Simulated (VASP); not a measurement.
Here is a VASP 6.6.1 calculation.

INCAR

```
SYSTEM = ZrCoF6
ALGO = Normal
EDIFF = 1E-6
ENCUT = 520
GGA = CA
ISIF = 2
ISMEAR = 0
ISPIN = 2
LASPH = .True.
LCHARG = .False.
LDAU = .True.
LDAUJ = 0 0 0
LDAUL = -1 2 -1
LDAUPRINT = 1
LDAUTYPE = 2
LDAUU = 0 2 0
LMAXMIX = 4
LORBIT = 11
LREAL = .False.
LWAVE = .False.
MAGMOM = 0 3 0 0 0 0 0 0
NBANDS = 46
NELM = 150
PREC = Accurate
SIGMA = 0.05
```

The input KPOINTS:

```
k-points
0
Gamma
  4 4 4
  0 0 0
```

File POSCAR:

```
ZrCoF6
1.0
    0.0000000000      3.9944997300      3.9944997300
    3.9944997300      0.0000000000      3.9944997300
    3.9944997300      3.9944997300      0.0000000000
Zr Co F
1 1 6
Direct
    0.5000000000      0.5000000000      0.5000000000
    0.0000000000      0.0000000000      0.0000000000
    0.7480000000      0.2520000000      0.2520000000
    0.2520000000      0.7480000000      0.2520000000
    0.2520000000      0.7480000000      0.7480000000
    0.7480000000      0.2520000000      0.7480000000
    0.2520000000      0.2520000000      0.7480000000
    0.7480000000      0.7480000000      0.2520000000
```

Potentials or basis: VASP PAW LDA potentials, release 64 (Zr_sv, Co, F).

Run with:

```sh
$ cat potpaw_LDA.64/Zr_sv/POTCAR potpaw_LDA.64/Co/POTCAR potpaw_LDA.64/F/POTCAR > POTCAR
$ mpirun -np 1 vasp_std > vasp.out
```

Task: Estimate the net moment.

Result: 3.00 μB per cell.

Task: Predict the site moments.

Result: Zr +0.01; Co +2.73; F +0.04 μB.

Task: What does it give for the pressure?

Result: -1.1 GPa.

Task: Predict the band gap on the k mesh.

Result: None (metal or under the smearing width).

Eigenvalues of the final occupation matrices:
```
    site  spin  trace               eigenvalues
site 2 d     1   4.93  0.97 0.97 0.97 1.01 1.01
site 2 d     2   2.21  0.12 0.12 0.65 0.65 0.65
```

Caveat: a cell with one magnetic atom can't hold antiferromagnetic order, which such compounds often take. The state reached can hang on the start; a lower one may exist.
